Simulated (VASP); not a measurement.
Computed with PBE GGA, VASP's PBE PAW potentials (set 64) (plane waves; VASP).

The input files of a VASP run:

POSCAR:
```
Zn31S32
1
   10.8925962364     0.0000000000     0.0000000000
    0.0000000000    10.8925962364    -0.0000000000
   -0.0000000000    -0.0000000000    10.8925962364
Zn S
31 32
Direct
  0.5000000000   0.0000000000   0.0000000000
  0.7500000000   0.2500000000   0.0000000000
  0.7500000000   0.0000000000   0.2500000000
  0.0000000000   0.0000000000   0.0000000000
  0.2500000000   0.2500000000   0.0000000000
  0.5000000000   0.5000000000   0.0000000000
  0.7500000000   0.7500000000   0.0000000000
  0.2500000000   0.0000000000   0.2500000000
  0.5000000000   0.2500000000   0.2500000000
  0.7500000000   0.5000000000   0.2500000000
  0.5000000000   0.0000000000   0.5000000000
  0.7500000000   0.2500000000   0.5000000000
  0.7500000000   0.0000000000   0.7500000000
  0.0000000000   0.5000000000   0.0000000000
  0.2500000000   0.7500000000   0.0000000000
  0.0000000000   0.2500000000   0.2500000000
  0.2500000000   0.5000000000   0.2500000000
  0.5000000000   0.7500000000   0.2500000000
  0.0000000000   0.0000000000   0.5000000000
  0.2500000000   0.2500000000   0.5000000000
  0.7500000000   0.7500000000   0.5000000000
  0.2500000000   0.0000000000   0.7500000000
  0.5000000000   0.2500000000   0.7500000000
  0.7500000000   0.5000000000   0.7500000000
  0.0000000000   0.7500000000   0.2500000000
  0.0000000000   0.5000000000   0.5000000000
  0.2500000000   0.7500000000   0.5000000000
  0.0000000000   0.2500000000   0.7500000000
  0.2500000000   0.5000000000   0.7500000000
  0.5000000000   0.7500000000   0.7500000000
  0.0000000000   0.7500000000   0.7500000000
  0.6250000000   0.1250000000   0.1250000000
  0.8750000000   0.3750000000   0.1250000000
  0.8750000000   0.1250000000   0.3750000000
  0.1250000000   0.1250000000   0.1250000000
  0.3750000000   0.3750000000   0.1250000000
  0.6250000000   0.6250000000   0.1250000000
  0.8750000000   0.8750000000   0.1250000000
  0.3750000000   0.1250000000   0.3750000000
  0.6254310000   0.3793190000   0.3786720000
  0.8750000000   0.6250000000   0.3750000000
  0.6250000000   0.1250000000   0.6250000000
  0.8750000000   0.3750000000   0.6250000000
  0.8750000000   0.1250000000   0.8750000000
  0.1250000000   0.6250000000   0.1250000000
  0.3750000000   0.8750000000   0.1250000000
  0.1250000000   0.3750000000   0.3750000000
  0.3759780000   0.6267640000   0.3753730000
  0.6250000000   0.8750000000   0.3750000000
  0.1250000000   0.1250000000   0.6250000000
  0.3761220000   0.3793290000   0.6265310000
  0.6245090000   0.6224530000   0.6285640000
  0.8750000000   0.8750000000   0.6250000000
  0.3750000000   0.1250000000   0.8750000000
  0.6250000000   0.3750000000   0.8750000000
  0.8750000000   0.6250000000   0.8750000000
  0.1250000000   0.8750000000   0.3750000000
  0.1250000000   0.6250000000   0.6250000000
  0.3750000000   0.8750000000   0.6250000000
  0.1250000000   0.3750000000   0.8750000000
  0.3750000000   0.6250000000   0.8750000000
  0.6250000000   0.8750000000   0.8750000000
  0.1250000000   0.8750000000   0.8750000000
```

**INCAR**
```
SYSTEM  =  Zn31S32
PREC  =  Normal; ENCUT  =  400; LREAL  =  Auto
LASPH  =  .TRUE.; ISYM  =  0; NELECT  =  565.0
EDIFF  =  1E-5; NELM  =  100; NELMIN  =  4
ALGO  =  Fast; LMAXMIX  =  4
ISMEAR  =  0; SIGMA  =  0.05
GGA  =  PE
ISPIN  =  2; MAGMOM  =  63*0.0159; NUPDOWN  =  1
IBRION  =  2; NSW  =  60; ISIF  =  2
EDIFFG  =  -0.03
LWAVE  =  .FALSE.; LCHARG  =  .FALSE.; LORBIT  =  10
```

File KPOINTS:
```
Regular mesh
0
Gamma
 1 1 1
0 0 0
```

POTCAR, in this order: Zn S (PBE.64 set). Program: vasp_gam.

Problem. What will the output report for the number of irreducible k-points (NKPTS), largest plane-wave count, FFT grid (NGX, NGY, NGZ)?

Solution. 
```yaml
number of irreducible k-points (NKPTS): 1
largest_plane_wave_count: 11792
FFT grid (NGX, NGY, NGZ): 54 × 54 × 54
```

The cell is a supercell with a defect, built from ZnS (zinc blende): vac_Zn, charge -1.
